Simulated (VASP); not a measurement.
Crystal: GdN.

```
Gd N
1.0
     0.00000    2.49900    2.49900
     2.49900    0.00000    2.49900
     2.49900    2.49900    0.00000
Gd N
1 1
Direct
  0.00000 0.00000 0.00000
  0.50000 0.50000 0.50000
```

The cell comes from a database or a generator and needn't be the stable form of this composition.

Base run:

```yaml
Program: VASP 6.6.1
Functional: PBE
Potentials_or_basis: VASP PAW PBE potentials, release 64 (Gd, N)
Cutoff: 520 eV
k_mesh: 10 × 10 × 10
Occupations: fermi-dirac, width 0.05 eV
Spin: collinear spin, ferromagnetic start
Starting_moments: "[7.0, 0.0] μB"
Hubbard_terms: Gd f U = 8 eV
```

Its results: pressure 1.1 GPa; net moment 7.00 μB per cell; site moments Gd +6.88; N -0.12 μB.

**Question.** After a change of settings the same cell gave: pressure 0.1 GPa; net moment 7.00 μB per cell; site moments Gd +6.86; N -0.11 μB. Which change was it?
A. hubbard terms from Gd f U = 8 eV to Gd f U = 10 eV
B. hubbard terms from Gd f U = 8 eV to none
C. hubbard terms from Gd f U = 8 eV to Gd f U = 4 eV

**Answer.** C.

Caveats: a cell with one magnetic atom can't hold antiferromagnetic order, which such compounds often take.

Not every run made on this cell is shown here.
